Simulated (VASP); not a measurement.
All values below come from RPBE GGA, VASP's PBE PAW potentials (set 64) (plane waves; VASP).

The input files of a VASP run:

File POSCAR:
```
NiSb
1
    2.0399380121    -3.5332764567     0.0000000000
    2.0399380121     3.5332764567     0.0000000000
    0.0000000000     0.0000000000     5.3257524902
Ni Sb
2 2
Direct
  0.0000000000   1.0000000000   0.5000000000
  0.0000000000   1.0000000000   1.0000000000
  0.3333330000   0.6666670000   0.2500000000
  0.6666670000   0.3333330000   0.7500000000
```

INCAR:
```
SYSTEM = NiSb
PREC = Accurate
ENCUT = 520
EDIFF = 1E-7
NELM = 100
ALGO = Normal
LREAL = .FALSE.
LASPH = .TRUE.
ISMEAR = 1
SIGMA = 0.1
GGA = RP
LMAXMIX = 4
LWAVE = .FALSE.
LCHARG = .FALSE.
ISIF = 4
IBRION = 2
NSW = 30
EDIFFG = -0.01
```

File KPOINTS:
```
Automatic
0
gamma
 9 9 6
0 0 0
```

POTCAR, in this order: Ni Sb (PBE.64 set). Program: vasp_std.

What VASP printed:

**OUTCAR**
```
 ion  position               nearest neighbor table
   1  0.000  0.000  0.500-   2 2.66   2 2.66   4 2.71   3 2.71   4 2.71   3 2.71   4 2.71   3 2.71
  LATTYP: Found a hexagonal cell.
 ALAT       =     4.0798761761
 C/A-ratio  =     1.3053711094
 Subroutine PRICEL returns:
 Original cell was already a primitive cell.
 Subroutine GETGRP returns: Found 24 space group operations
The static configuration has the point symmetry D_3d.
 The point group associated with its full space group is D_6h.
The dynamic configuration has the point symmetry D_3d.
 Subroutine INISYM returns: Found 24 space group operations
 Subroutine IBZKPT returns following result:
 Found     48 irreducible k-points:

 Following reciprocal coordinates:
            Coordinates               Weight
  0.000000  0.000000  0.000000      1.000000
  0.111111 -0.000000  0.000000      6.000000
  0.222222 -0.000000  0.000000      6.000000
  0.333333 -0.000000  0.000000      6.000000
  0.444444 -0.000000  0.000000      6.000000
  0.111111  0.111111  0.000000      6.000000
  0.222222  0.111111  0.000000     12.000000
  0.333333  0.111111  0.000000     12.000000
  0.444444  0.111111  0.000000      6.000000
  0.222222  0.222222  0.000000      6.000000
  0.333333  0.222222  0.000000     12.000000
  0.333333  0.333333  0.000000      2.000000
  0.000000  0.000000  0.166667      2.000000
  0.111111 -0.000000  0.166667     12.000000
  0.222222 -0.000000  0.166667     12.000000
  0.333333 -0.000000  0.166667     12.000000
  0.444444 -0.000000  0.166667     12.000000
  0.111111  0.111111  0.166667     12.000000
  0.222222  0.111111  0.166667     24.000000
  0.333333  0.111111  0.166667     24.000000
  0.444444  0.111111  0.166667     12.000000
  0.222222  0.222222  0.166667     12.000000
  0.333333  0.222222  0.166667     24.000000
  0.333333  0.333333  0.166667      4.000000
  0.000000  0.000000  0.333333      2.000000
  0.111111 -0.000000  0.333333     12.000000
  0.222222 -0.000000  0.333333     12.000000
  0.333333 -0.000000  0.333333     12.000000
  0.444444 -0.000000  0.333333     12.000000
  0.111111  0.111111  0.333333     12.000000
  0.222222  0.111111  0.333333     24.000000
  0.333333  0.111111  0.333333     24.000000
  0.444444  0.111111  0.333333     12.000000
  0.222222  0.222222  0.333333     12.000000
  0.333333  0.222222  0.333333     24.000000
  0.333333  0.333333  0.333333      4.000000
  0.000000  0.000000  0.500000      1.000000
  0.111111 -0.000000  0.500000      6.000000
  0.222222 -0.000000  0.500000      6.000000
  0.333333 -0.000000  0.500000      6.000000
   k-points           NKPTS =     48   k-points in BZ     NKDIM =     48   number of bands    NBANDS=     19
   number of dos      NEDOS =    301   number of ions     NIONS =      4
   total plane-waves  NPLWV =  36000
   dimension x,y,z NGX =    30 NGY =   30 NGZ =   40
   dimension x,y,z NGXF=    60 NGYF=   60 NGZF=   80
   ions per type =               2   2
   PREC   = accura    normal or accurate (medium, high low for compatibility)
   ISTART =      0    job   : 0-new  1-cont  2-samecut
   ICHARG =      2    charge: 1-file 2-atom 10-const
   ISPIN  =      1    spin polarized calculation?
   LNONCOLLINEAR =      F non collinear calculations
   LSORBIT =      F    spin-orbit coupling
   INIWAV =      1    electr: 0-lowe 1-rand  2-diag
   ENCUT  =  520.0 eV  38.22 Ry    6.18 a.u.   7.59  7.59  9.90*2*pi/ulx,y,z
   NELM   =    100;   NELMIN=  2; NELMDL= -5     # of ELM steps
   EDIFF  = 0.1E-06   stopping-criterion for ELM
   LREAL  =      F    real-space projection
   NLSPLINE    = F    spline interpolate recip. space projectors
...
```

### OSZICAR
```
       N       E                     dE             d eps       ncg     rms          rms(c)
DAV:   1     0.165984733150E+03    0.16598E+03   -0.12489E+04  1824   0.159E+03
DAV:   2    -0.100778512789E+02   -0.17606E+03   -0.17120E+03  1836   0.313E+02
DAV:   3    -0.193175021599E+02   -0.92397E+01   -0.88272E+01  2093   0.865E+01
DAV:   4    -0.196212122451E+02   -0.30371E+00   -0.30126E+00  2070   0.146E+01
DAV:   5    -0.196306985673E+02   -0.94863E-02   -0.94792E-02  2173   0.274E+00    0.122E+01
DAV:   6    -0.230716811706E+02   -0.34410E+01   -0.36732E+01  1988   0.107E+02    0.191E+01
DAV:   7    -0.183832935569E+02    0.46884E+01   -0.13560E+01  1994   0.747E+01    0.365E+00
DAV:   8    -0.184377729858E+02   -0.54479E-01   -0.17950E+00  2511   0.129E+01    0.272E+00
DAV:   9    -0.183836013853E+02    0.54172E-01   -0.27985E-01  2076   0.858E+00    0.628E-01
DAV:  10    -0.183842944485E+02   -0.69306E-03   -0.72300E-03  2023   0.939E-01    0.505E-01
DAV:  11    -0.183843809537E+02   -0.86505E-04   -0.97102E-04  1932   0.269E-01    0.134E-01
DAV:  12    -0.183842750059E+02    0.10595E-03   -0.56096E-04  2603   0.379E-01    0.485E-02
DAV:  13    -0.183842819744E+02   -0.69685E-05   -0.55799E-05  1932   0.571E-02    0.225E-02
DAV:  14    -0.183842833846E+02   -0.14103E-05   -0.34202E-06  2037   0.145E-02    0.281E-03
DAV:  15    -0.183842832864E+02    0.98238E-07   -0.63092E-07  1892   0.555E-03
   1 F= -.18384283E+02 E0= -.18383318E+02  d E =-.183843E+02
       N       E                     dE             d eps       ncg     rms          rms(c)
DAV:   1    -0.183847249039E+02   -0.44152E-03   -0.10330E-02  1878   0.818E-01    0.129E-01
DAV:   2    -0.183845802413E+02    0.14466E-03   -0.72233E-04  2364   0.471E-01    0.106E-01
DAV:   3    -0.183845129509E+02    0.67290E-04   -0.76879E-04  2007   0.515E-01    0.784E-02
DAV:   4    -0.183844286805E+02    0.84270E-04   -0.16854E-04  2298   0.218E-01    0.868E-03
DAV:   5    -0.183844291771E+02   -0.49655E-06   -0.19295E-05  1954   0.576E-02    0.520E-03
DAV:   6    -0.183844290384E+02    0.13871E-06   -0.92886E-07  2483   0.134E-02    0.276E-03
DAV:   7    -0.183844289901E+02    0.48211E-07   -0.92505E-08  1017   0.354E-03
   2 F= -.18384429E+02 E0= -.18383487E+02  d E =-.145704E-03
       N       E                     dE             d eps       ncg     rms          rms(c)
DAV:   1    -0.183847734608E+02   -0.34442E-03   -0.99945E-03  1875   0.805E-01    0.127E-01
DAV:   2    -0.183846342928E+02    0.13917E-03   -0.70542E-04  2323   0.467E-01    0.104E-01
DAV:   3    -0.183845683035E+02    0.65989E-04   -0.74718E-04  2023   0.507E-01    0.771E-02
DAV:   4    -0.183844868988E+02    0.81405E-04   -0.16266E-04  2292   0.213E-01    0.865E-03
DAV:   5    -0.183844873554E+02   -0.45659E-06   -0.18579E-05  1956   0.564E-02    0.514E-03
DAV:   6    -0.183844872210E+02    0.13438E-06   -0.92655E-07  2471   0.136E-02    0.266E-03
DAV:   7    -0.183844871734E+02    0.47625E-07   -0.94533E-08  1008   0.373E-03
   3 F= -.18384487E+02 E0= -.18383567E+02  d E =-.203887E-03
```

OUTCAR:
```
------------------------ aborting loop because EDIFF is reached ----------------------------------------
  FORCE on cell =-STRESS in cart. coord.  units (eV):
  Direction    XX          YY          ZZ          XY          YZ          ZX
  --------------------------------------------------------------------------------------
  Total       -2.5518544     -2.5518546     -2.5639411      0.0000000      0.0000000      0.0000000
  in kB      -53.2550638    -53.2550685    -53.5073029      0.0000000      0.0000000      0.0000000
  external PRESSURE =     -53.3391451 kB  Pullay stress =       0.0000000 kB
  volume of cell :       76.77
      direct lattice vectors                 reciprocal lattice vectors
     2.042428878 -3.537590742 -0.000000000     0.244806566 -0.141339131 -0.000000000
     2.042428878  3.537590742  0.000000000     0.244806566  0.141339131 -0.000000000
     0.000000000  0.000000000  5.312770287     0.000000000 -0.000000000  0.188225718
 POSITION                                       TOTAL-FORCE (eV/Angst)
 -----------------------------------------------------------------------------------
      0.00000      0.00000      2.65639         0.000000     -0.000000     -0.000000
      0.00000      0.00000      0.00000         0.000000     -0.000000     -0.000000
      2.04243      1.17920      1.32819        -0.000000     -0.000000      0.000000
      2.04243     -1.17920      3.98458         0.000000      0.000000     -0.000000
 -----------------------------------------------------------------------------------
    total drift:                                0.000000      0.000000      0.000000
  FREE ENERGIE OF THE ION-ELECTRON SYSTEM (eV)
  ---------------------------------------------------
  free  energy   TOTEN  =       -18.3844871734 eV

  energy  without entropy=      -18.3817273485  energy(sigma->0) =      -18.38356723

 reached required accuracy - stopping structural energy minimisation
```
(Selected blocks of OUTCAR.)

**CONTCAR**
```
NiSb
   1.00000000000000
     2.0424288777623847   -3.5375907419875183   -0.0000000000000000
     2.0424288777623847    3.5375907419875183    0.0000000000000000
     0.0000000000000000    0.0000000000000000    5.3127702874393785
  Ni              Sb
     2     2
Direct
     0.0000000000000000    0.0000000000000000    0.5000000000000000
     0.0000000000000000    0.0000000000000000    0.0000000000000000
     0.3333330000000032    0.6666669999999968    0.2500000000000000
     0.6666669999999968    0.3333330000000032    0.7500000000000000
```

OUTCAR:
```
 val. band max:        8.5049202808   @ k =   0.1111  -0.0000   0.0000

 cond. band min:       8.5260205071   @ k =   0.0000   0.0000   0.5000


 Fermi energy:         8.5060839372

 k-point     1 :       0.0000    0.0000    0.0000
  band No.  band energies     occupation
      1      -3.5211      2.00000
      2       0.3364      2.00000
      3       3.0225      2.00000
      4       5.1714      2.00000
      5       5.1714      2.00000
      6       5.8940      2.00000
      7       6.4220      2.00000
      8       6.4220      2.00000
      9       6.8022      2.00000
     10       6.8022      2.00000
     11       7.4548      2.00000
     12       7.4548      2.00000
     13       8.5450      0.39316
     14       9.0795     -0.00000
     15       9.0795     -0.00000
     16      10.7387      0.00000
     17      10.7387      0.00000
     18      11.5760      0.00000
     19      12.0791      0.00000

 k-point     2 :       0.1111   -0.0000    0.0000
  band No.  band energies     occupation
      1      -3.3839      2.00000
      2       0.3295      2.00000
      3       3.1799      2.00000
      4       5.1358      2.00000
      5       5.1983      2.00000
      6       5.8263      2.00000
      7       6.3111      2.00000
      8       6.3648      2.00000
      9       6.7220      2.00000
     10       6.8263      2.00000
     11       7.4473      2.00000
     12       7.4553      2.00000
     13       8.1267      2.00000
     14       8.5049      1.01969
     15       8.6356     -0.06954
     16      10.1475     -0.00000
     17      11.1274      0.00000
     18      11.8755      0.00000
     19      12.6560      0.00000

 k-point     3 :       0.2222   -0.0000    0.0000
  band No.  band energies     occupation
      1      -2.9808      2.00000
      2       0.2658      2.00000
      3       3.6421      2.00000
      4       4.7927      2.00000
      5       5.2766      2.00000
      6       5.5404      2.00000
      7       6.1133      2.00000
...
```

Unless said otherwise, spin-orbit coupling is left out, though it shifts the bands of the heavy elements here.

The compound is NiSb in the NiAs type structure. This cell is one point of a volume scan, at 1.06 of the reference volume. Symmetry was kept, so distortions that lower it aren't found. The run is not spin-polarised, so no magnetic state was tried.
